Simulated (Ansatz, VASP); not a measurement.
# KLiB2: VASP beside Ansatz

Aim: how closely do two programs agree when they are given the same cell, functional and k mesh? The cell is generated by rule, not measured, and may not be a known phase. The cell is taken from a series of runs on this material, whose earlier steps may have relaxed, scaled, displaced or heated it; both programs get it as it stands.

Main program and level: Ansatz 0.2.0; plane waves, with VASP 6.6.1 beside it; zone-centre phonons at PBE with D3(BJ).

The structure was built from a prototype and need not be the compound's stable phase.

### 1. Set-up

It takes space group Pmc2_1 (No. 26, orthorhombic). Conventional cell: a = 3.141 Å, b = 5.861 Å, c = 7.301 Å, α = 90.00°, β = 90.00°, γ = 90.00°. Nearest to Li lie 6 B at 2.14 to 2.61 Å and 2 Li at 3.14 Å and 2 K at 3.18 Å. Nearest to K lie 7 B at 2.93 to 3.32 Å and 2 K at 3.14 Å and 2 Li at 3.18 Å. B has 4 B at 1.58 to 3.14 Å and 2 Li at 2.14 to 2.15 Å and 4 K at 3.20 to 3.32 Å nearest. Nearest to B lie 4 B at 1.58 to 3.14 Å and 4 Li at 2.58 to 2.61 Å and 3 K at 2.93 to 3.20 Å. Farther neighbours are not listed.

Coordinates:

```xyz
8
Lattice="3.1409 0.0000 0.0000 0.0000 5.8608 0.0000 0.0000 0.0000 7.3014" Properties=species:S:1:pos:R:3 pbc="T T T"
Li    0.0000    3.2873    2.1807
Li    0.0000    2.5735    5.8313
K     1.5704    0.7425    1.1107
K     1.5704    5.1183    4.7614
B     0.0000    3.9782    0.1585
B     0.0000    1.8826    3.8092
B     1.5704    3.8153    0.2008
B     1.5704    2.0455    3.8515
```

### 2. VASP: zone-centre phonons, PBE with D3(BJ)

Second derivatives magnify differences that forces hide, and they need a tight electronic threshold.

Lines of VASP's logs that name or quote its potential files are left out, and so is its time.

File INCAR:

```
SYSTEM = KLiB2
PREC = Accurate
ENCUT = 750
EDIFF = 1E-08
NELM = 120
ISMEAR = 1
SIGMA = 0.15
LREAL = .FALSE.
ALGO = Normal
GGA = PE
IVDW = 12
NBANDS = 26
LORBIT = 11
LWAVE = .FALSE.
LCHARG = .FALSE.
ISIF = 2
IBRION = 6
NFREE = 2
POTIM = 0.015
NSW = 1
LASPH = .TRUE.
GGA_COMPAT = .FALSE.
KPAR = 2
```

File POSCAR:

```
KLiB2
1.0
    3.1408507910      0.0000000000      0.0000000000
    0.0000000000      5.8607927126      0.0000000000
    0.0000000000      0.0000000000      7.3013906222
Li K B
2 2 4
Direct
    0.0000000000      0.5609019697      0.2986624969
    0.0000000000      0.4390980303      0.7986624969
    0.5000000000      0.1266887243      0.1521255720
    0.5000000000      0.8733112757      0.6521255720
    0.0000000000      0.6787775557      0.0217100876
    0.0000000000      0.3212224443      0.5217100876
    0.5000000000      0.6509883980      0.0275018436
    0.5000000000      0.3490116020      0.5275018436
```

File KPOINTS:

```
Automatic mesh
0
Gamma
10 6 4
0 0 0
```

Potentials, in the order of the species: Li_sv, K_sv and B (PBE family, release 64).

Launch:

```console
$ mpirun -np 2 vasp_std
```

Numbers of over 12 decimals in the logs are rounded to 6 here.

What it wrote:

```text
[banner, memory and clock lines left out]
running    2 mpi-ranks, on    1 nodes
 distrk:  each k-point on    1 cores,    2 groups
 distr:  one band on    1 cores,    1 groups

 POSCAR found type information on POSCAR LiK B
 POSCAR found :  3 types and       8 ions
 LDA part: xc-table for (Slater+PW92), standard interpolation
 POSCAR, INCAR and KPOINTS ok, starting setup
 FFT: planning ... GRIDC
 FFT: planning ... GRID_SOFT
 FFT: planning ... GRID
 WAVECAR not read
 entering main loop
       N       E                     dE             d eps       ncg     rms          rms(c)
DAV:   1     0.282666964311E+03    0.28267E+03   -0.19477E+04  3744   0.170E+03
DAV:   2    -0.123972424814E+02   -0.29506E+03   -0.28134E+03  4344   0.409E+02
DAV:   3    -0.373560041111E+02   -0.24959E+02   -0.24780E+02  6032   0.914E+01
DAV:   4    -0.394202353790E+02   -0.20642E+01   -0.20499E+01  6188   0.236E+01
DAV:   5    -0.395710377030E+02   -0.15080E+00   -0.15078E+00  5680   0.435E+00    0.967E+00
DAV:   6    -0.331151032465E+02    0.64559E+01   -0.93532E+00  4482   0.144E+01    0.622E+00
DAV:   7    -0.319899433133E+02    0.11252E+01   -0.77022E+00  4834   0.886E+00    0.470E+00
DAV:   8    -0.320967505559E+02   -0.10681E+00   -0.12326E+00  4746   0.456E+00    0.995E-01
DAV:   9    -0.320359059623E+02    0.60845E-01   -0.26661E-01  4810   0.165E+00    0.315E-01
DAV:  10    -0.320391965829E+02   -0.32906E-02   -0.42385E-02  6024   0.704E-01    0.198E-01
DAV:  11    -0.320391201229E+02    0.76460E-04   -0.45461E-03  4838   0.274E-01    0.502E-02
DAV:  12    -0.320391727618E+02   -0.52639E-04   -0.30164E-04  5800   0.827E-02    0.179E-02
DAV:  13    -0.320391926021E+02   -0.19840E-04   -0.50626E-05  4598   0.344E-02    0.590E-03
DAV:  14    -0.320391944112E+02   -0.18092E-05   -0.56101E-06  5424   0.121E-02    0.426E-03
DAV:  15    -0.320391942213E+02    0.18993E-06   -0.69699E-07  4708   0.431E-03    0.126E-03
DAV:  16    -0.320391942023E+02    0.18972E-07   -0.51643E-07  5534   0.268E-03    0.599E-04
DAV:  17    -0.320391942311E+02   -0.28734E-07   -0.47445E-08  4484   0.962E-04    0.226E-04
DAV:  18    -0.320391942370E+02   -0.59599E-08   -0.26889E-09  2416   0.288E-04
   1 F= -.33551536E+02 E0= -.33551472E+02  d E =-.194708E-03
[... from here on, the cycles between the ionic steps are left out ...]
   2 F= -.33551495E+02 E0= -.33551432E+02  d E =-.190736E-03
   3 F= -.33551495E+02 E0= -.33551432E+02  d E =-.190748E-03
  17 F= -.33550910E+02 E0= -.33550838E+02  d E =-.215370E-03
  18 F= -.33550503E+02 E0= -.33550417E+02  d E =-.257974E-03
  19 F= -.33550537E+02 E0= -.33550492E+02  d E =-.133978E-03
  20 F= -.33548236E+02 E0= -.33548178E+02  d E =-.173097E-03
  21 F= -.33548236E+02 E0= -.33548178E+02  d E =-.173107E-03
  22 F= -.33550820E+02 E0= -.33550741E+02  d E =-.237000E-03
  23 F= -.33550896E+02 E0= -.33550847E+02  d E =-.147451E-03
  24 F= -.33551002E+02 E0= -.33550932E+02  d E =-.208435E-03
 Finite differences progress:
  Degree of freedom:  12/ 12
  Displacement:        1/  2
  Total:              23/ 24
 bond charge predicted
       N       E                     dE             d eps       ncg     rms          rms(c)
DAV:   1    -0.320393041280E+02   -0.66614E-03   -0.63294E-01  4392   0.303E+00    0.170E-01
DAV:   2    -0.320388150571E+02    0.48907E-03   -0.53903E-03  5480   0.317E-01    0.965E-02
DAV:   3    -0.320386253648E+02    0.18969E-03   -0.99817E-04  5314   0.152E-01    0.242E-02
DAV:   4    -0.320386435300E+02   -0.18165E-04   -0.20405E-04  5422   0.623E-02    0.137E-02
DAV:   5    -0.320386463419E+02   -0.28119E-05   -0.97153E-06  6416   0.138E-02    0.716E-03
DAV:   6    -0.320386474519E+02   -0.11099E-05   -0.16178E-06  5608   0.664E-03    0.207E-03
DAV:   7    -0.320386474442E+02    0.76921E-08   -0.26947E-07  5612   0.257E-03    0.564E-04
DAV:   8    -0.320386474522E+02   -0.80804E-08   -0.42751E-08  5036   0.107E-03
  25 F= -.33550970E+02 E0= -.33550909E+02  d E =-.185277E-03
 Finite differences progress:
  Degree of freedom:  12/ 12
  Displacement:        2/  2
  Total:              24/ 24
```

From OUTCAR (step 2):

```text
ion  position               nearest neighbor table
   1  0.000  0.561  0.299-   5 2.14   6 2.15   3 3.18   3 3.18
   2  0.000  0.439  0.799-   6 2.14   5 2.15   4 3.18   4 3.18
   3  0.500  0.127  0.152-   7 2.93   1 3.18   1 3.18
   4  0.500  0.873  0.652-   8 2.93   2 3.18   2 3.18
   5  0.000  0.679  0.022-   7 1.58   7 1.58   1 2.14   2 2.15
   6  0.000  0.321  0.522-   8 1.58   8 1.58   2 2.14   1 2.15
   7  0.500  0.651  0.028-   5 1.58   5 1.58   3 2.93
   8  0.500  0.349  0.528-   6 1.58   6 1.58   4 2.93

  LATTYP: Found a simple orthorhombic cell.
 ALAT       =     3.1408507910
 B/A-ratio  =     1.8659889000
 C/A-ratio  =     2.3246537668

 Subroutine GETGRP returns: Found  4 space group operations
 (whereof  2 operations were pure point group operations)

The static configuration has the point symmetry C_1h.
 The point group associated with its full space group is C_2v.

 Found     72 irreducible k-points:

   k-points           NKPTS =     72   k-points in BZ     NKDIM =     72   number of bands    NBANDS=     26

   dimension x,y,z NGX =    28 NGY =   54 NGZ =   70
   dimension x,y,z NGXF=    56 NGYF=  108 NGZF=  140

   ENCUT  =  750.0 eV  55.12 Ry    7.42 a.u.   7.01 13.09 16.30*2*pi/ulx,y,z

   NELECT =      36.0000    total number of electrons

 k-points in reciprocal lattice and weights: Automatic mesh
   0.00000000  0.00000000  0.00000000       0.004
   0.10000000  0.00000000  0.00000000       0.008
   0.20000000  0.00000000  0.00000000       0.008
   0.30000000  0.00000000  0.00000000       0.008
   0.40000000  0.00000000  0.00000000       0.008
   0.50000000  0.00000000  0.00000000       0.004
   0.00000000  0.16666667  0.00000000       0.008
   0.10000000  0.16666667  0.00000000       0.017
   0.20000000  0.16666667  0.00000000       0.017
[...]
0.40000000  0.50000000  0.50000000       0.008
   0.50000000  0.50000000  0.50000000       0.004

 Edisp (eV)   -1.51236

[...]
1.57043      3.81531      0.18580         0.000000     -0.006141      0.074454
      1.57043      2.04548      3.85150         0.000000      0.004064     -0.001423
 -----------------------------------------------------------------------------------
    total drift:                               -0.000000     -0.000006     -0.000008

  FREE ENERGIE OF THE ION-ELECTRON SYSTEM (eV)
  ---------------------------------------------------
  free  energy   TOTEN  =       -33.5509704260 eV

  energy  without entropy=      -33.5507851491  energy(sigma->0) =      -33.55090867

 Eigenvectors and eigenvalues of the dynamical matrix
 ----------------------------------------------------

   1 f  =   38.018566 THz   238.877698 2PiTHz 1268.162872 cm-1   157.232086 meV
             X         Y         Z           dx          dy          dz
      0.000000  3.287330  2.180652     0.002557   -0.000000    0.000000
      0.000000  2.573463  5.831347     0.002557   -0.000000    0.000000
      1.570425  0.742496  1.110728     0.005947    0.000000    0.000000
      1.570425  5.118296  4.761424     0.005947   -0.000000   -0.000000
      0.000000  3.978175  0.158514    -0.506586   -0.000000    0.000000
      0.000000  1.882618  3.809209    -0.506586    0.000000    0.000000
      1.570425  3.815308  0.200802     0.493284    0.000000   -0.000000
      1.570425  2.045485  3.851497     0.493284    0.000000   -0.000000

   2 f  =   35.904881 THz   225.597018 2PiTHz 1197.657902 cm-1   148.490588 meV
             X         Y         Z           dx          dy          dz
      0.000000  3.287330  2.180652     0.001798    0.000000   -0.000000
      0.000000  2.573463  5.831347    -0.001798   -0.000000    0.000000
      1.570425  0.742496  1.110728     0.004414   -0.000000    0.000000
      1.570425  5.118296  4.761424    -0.004414    0.000000    0.000000
      0.000000  3.978175  0.158514    -0.508420    0.000000   -0.000000
      0.000000  1.882618  3.809209     0.508420    0.000000    0.000000
      1.570425  3.815308  0.200802     0.491412    0.000000   -0.000000
      1.570425  2.045485  3.851497    -0.491412   -0.000000   -0.000000

   3 f  =   19.765381 THz   124.189554 2PiTHz  659.302158 cm-1    81.743013 meV
             X         Y         Z           dx          dy          dz
      0.000000  3.287330  2.180652    -0.000000   -0.249648    0.420857
      0.000000  2.573463  5.831347    -0.000000    0.249648    0.420857
      1.570425  0.742496  1.110728     0.000000    0.003041   -0.002244
      1.570425  5.118296  4.761424    -0.000000   -0.003041   -0.002244
      0.000000  3.978175  0.158514    -0.000000   -0.091698   -0.479468
      0.000000  1.882618  3.809209     0.000000    0.091698   -0.479468
      1.570425  3.815308  0.200802     0.000000    0.035178    0.144933
      1.570425  2.045485  3.851497     0.000000   -0.035178    0.144933

   4 f  =   17.258196 THz   108.436445 2PiTHz  575.671460 cm-1    71.374132 meV
             X         Y         Z           dx          dy          dz
      0.000000  3.287330  2.180652    -0.000000    0.228409   -0.477049
      0.000000  2.573463  5.831347     0.000000    0.228409    0.477049
      1.570425  0.742496  1.110728    -0.000000   -0.007578   -0.010018
      1.570425  5.118296  4.761424    -0.000000   -0.007578    0.010018
      0.000000  3.978175  0.158514     0.000000   -0.390389    0.124066
      0.000000  1.882618  3.809209    -0.000000   -0.390389   -0.124066
      1.570425  3.815308  0.200802    -0.000000    0.220768   -0.059679
      1.570425  2.045485  3.851497     0.000000    0.220768    0.059679

   5 f  =   15.962379 THz   100.294585 2PiTHz  532.447649 cm-1    66.015065 meV
             X         Y         Z           dx          dy          dz
      0.000000  3.287330  2.180652    -0.000000   -0.097681   -0.028727
      0.000000  2.573463  5.831347     0.000000   -0.097681    0.028727
      1.570425  0.742496  1.110728    -0.000000    0.011056   -0.014085
      1.570425  5.118296  4.761424     0.000000    0.011056    0.014085
      0.000000  3.978175  0.158514     0.000000    0.158529    0.596345
      0.000000  1.882618  3.809209    -0.000000    0.158529   -0.596345
      1.570425  3.815308  0.200802    -0.000000   -0.100862   -0.313657
      1.570425  2.045485  3.851497     0.000000   -0.100862    0.313657

   6 f  =   14.711728 THz    92.436513 2PiTHz  490.730423 cm-1    60.842791 meV
             X         Y         Z           dx          dy          dz
      0.000000  3.287330  2.180652    -0.000000    0.037577    0.012987
      0.000000  2.573463  5.831347    -0.000000   -0.037577    0.012987
      1.570425  0.742496  1.110728    -0.000000    0.034516   -0.012288
      1.570425  5.118296  4.761424     0.000000   -0.034516   -0.012288
      0.000000  3.978175  0.158514    -0.000000    0.465654   -0.100027
      0.000000  1.882618  3.809209     0.000000   -0.465654   -0.100027
      1.570425  3.815308  0.200802     0.000000   -0.507422    0.112966
      1.570425  2.045485  3.851497     0.000000    0.507422    0.112966

   7 f  =   13.132422 THz    82.513442 2PiTHz  438.050453 cm-1    54.311310 meV
             X         Y         Z           dx          dy          dz
      0.000000  3.287330  2.180652     0.000000   -0.265824    0.308288
      0.000000  2.573463  5.831347     0.000000   -0.265824   -0.308288
      1.570425  0.742496  1.110728     0.000000   -0.059105   -0.030530
      1.570425  5.118296  4.761424    -0.000000   -0.059105    0.030530
      0.000000  3.978175  0.158514    -0.000000   -0.198697    0.058193
      0.000000  1.882618  3.809209     0.000000   -0.198697   -0.058193
      1.570425  3.815308  0.200802     0.000000    0.525359   -0.104889
      1.570425  2.045485  3.851497    -0.000000    0.525359    0.104889

   8 f  =   11.802819 THz    74.159297 2PiTHz  393.699655 cm-1    48.812514 meV
             X         Y         Z           dx          dy          dz
      0.000000  3.287330  2.180652     0.000000    0.161673   -0.346199
      0.000000  2.573463  5.831347     0.000000   -0.161673   -0.346199
      1.570425  0.742496  1.110728     0.000000   -0.056753   -0.030721
      1.570425  5.118296  4.761424     0.000000    0.056753   -0.030721
      0.000000  3.978175  0.158514    -0.000000   -0.064825   -0.204686
      0.000000  1.882618  3.809209    -0.000000    0.064825   -0.204686
      1.570425  3.815308  0.200802     0.000000    0.101455    0.541712
      1.570425  2.045485  3.851497    -0.000000   -0.101455    0.541712

   9 f  =    9.648696 THz    60.624544 2PiTHz  321.845851 cm-1    39.903782 meV
             X         Y         Z           dx          dy          dz
      0.000000  3.287330  2.180652    -0.000000    0.488757    0.292923
      0.000000  2.573463  5.831347    -0.000000    0.488757   -0.292923
      1.570425  0.742496  1.110728     0.000000   -0.162892    0.002084
      1.570425  5.118296  4.761424    -0.000000   -0.162892   -0.002084
      0.000000  3.978175  0.158514    -0.000000   -0.056022   -0.087460
      0.000000  1.882618  3.809209     0.000000   -0.056022    0.087460
      1.570425  3.815308  0.200802    -0.000000   -0.028243   -0.370391
      1.570425  2.045485  3.851497     0.000000   -0.028243    0.370391

  10 f  =    9.214696 THz    57.897641 2PiTHz  307.369167 cm-1    38.108903 meV
             X         Y         Z           dx          dy          dz
      0.000000  3.287330  2.180652     0.000000   -0.566977   -0.307007
      0.000000  2.573463  5.831347     0.000000    0.566977   -0.307007
      1.570425  0.742496  1.110728     0.000000    0.180127    0.089344
      1.570425  5.118296  4.761424     0.000000   -0.180127    0.089344
      0.000000  3.978175  0.158514    -0.000000   -0.125596    0.047830
      0.000000  1.882618  3.809209    -0.000000    0.125596    0.047830
      1.570425  3.815308  0.200802    -0.000000   -0.157862    0.029556
      1.570425  2.045485  3.851497    -0.000000    0.157862    0.029556

  11 f  =    8.195790 THz    51.495670 2PiTHz  273.382140 cm-1    33.895050 meV
             X         Y         Z           dx          dy          dz
      0.000000  3.287330  2.180652     0.000000   -0.276380   -0.163398
      0.000000  2.573463  5.831347     0.000000   -0.276380    0.163398
      1.570425  0.742496  1.110728    -0.000000    0.199308   -0.027785
      1.570425  5.118296  4.761424    -0.000000    0.199308    0.027785
    [... 144 further lines ...]
      0.000000  1.882618  3.809209     0.277182    0.000000   -0.000000
      1.570425  3.815308  0.200802     0.276931    0.000000   -0.000000
      1.570425  2.045485  3.851497     0.276931    0.000000   -0.000000

 ELASTIC MODULI CONTR FROM IONIC RELAXATION (kBar)
 Direction    XX          YY          ZZ          XY          YZ          ZX
 --------------------------------------------------------------------------------
 XX         -76.3175      3.5831      3.4772     -0.0000      0.0000     -0.0000
 YY           3.5831   -148.3046    100.9592      0.0000     -0.0000      0.0000
 ZZ           3.4772    100.9592   -364.4235      0.0000     -0.0000     -0.0000
 XY          -0.0000      0.0000      0.0000    -22.6007     -0.0000      0.0000
 YZ           0.0000     -0.0000      0.0000     -0.0000    -95.9759      0.0000
 ZX          -0.0000      0.0000     -0.0000      0.0000      0.0000     -5.9401
 --------------------------------------------------------------------------------

 total charge
# of ion       s       p       d       tot
------------------------------------------
    1        2.033   0.071   0.000   2.104
    2        2.033   0.071   0.000   2.104
    3        1.969   5.582   0.052   7.604
    4        1.969   5.582   0.052   7.604
    5        0.736   1.253   0.000   1.989
    6        0.736   1.253   0.000   1.989
    7        0.730   1.198   0.000   1.928
    8        0.730   1.198   0.000   1.928
--------------------------------------------------
tot         10.937  16.209   0.104  27.249
```

CONTCAR:

```
KLiB2
   1.00000000000000
     3.1408507910000001    0.0000000000000000    0.0000000000000000
     0.0000000000000000    5.8607927126000003    0.0000000000000000
     0.0000000000000000    0.0000000000000000    7.3013906221999996
  Li              K               B
     2     2     4
Direct
     0.0000000000000000    0.5609019696999979    0.2986624969000005
     0.0000000000000000    0.4390980303000021    0.7986624969000005
     0.5000000000000000    0.1266887243000028    0.1521255720000028
     0.5000000000000000    0.8733112756999972    0.6521255720000028
     0.0000000000000000    0.6787775557000018    0.0217100875999989
     0.0000000000000000    0.3212224442999982    0.5217100875999989
     0.5000000000000000    0.6509883980000026    0.0254474404354309
     0.5000000000000000    0.3490116019999974    0.5275018435999996
```

Dispersion corrections of this kind ignore metallic screening and tend to overbind metals.

Levels, forces or a CONTCAR printed for this step are those of its last displaced cell, not of the structure at rest.

(Part 1 of 2 ends here.)

[Lines on the potential files, build, host, timing and source positions are cut from VASP's logs without a mark.]

[Logs are printed without paths, hosts, clocks, repeated set-up lines and the standing remarks that a program may print on its own settings, such as how far it seeks lower states.]

[Hosts, paths, dates, database ids (printed as entryN), source tags and the programs' standing remarks are cut or masked in the printed files.]
